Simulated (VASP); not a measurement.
Consider the following.

```
AlNi
1.0
    2.91715     0.00000     0.00000
    0.00000     2.91715     0.00000
    0.00000     0.00000     2.91715
Al Ni
1 1
Direct
  0.50000   0.50000   0.50000
  0.00000   0.00000   0.00000
```

The numbers are results of RPBE GGA, VASP's PBE PAW potentials (set 64) (plane waves; VASP), not measurements. Run with 520 eV cut-off, 11×11×11 Γ-centred mesh, first-order Methfessel-Paxton smearing of 0.10 eV, potentials Al Ni.

What does the run give for the energy per atom (σ→0), band gap (on the k-mesh) with the smallest direct gap where there is one?

- band gap (on the k-mesh): none (metal, semimetal or under 0.01 eV)
- energy per atom (σ→0): -4.873 eV/atom

The absolute energy has meaning only against runs of the same code, potentials and settings.

The compound is NiAl in the CsCl type structure. It was relaxed first. The start is the result of an earlier pass. The run is not spin-polarised, so no magnetic state was tried. The electron count is odd and the run is not spin-polarised, which forces a metal.
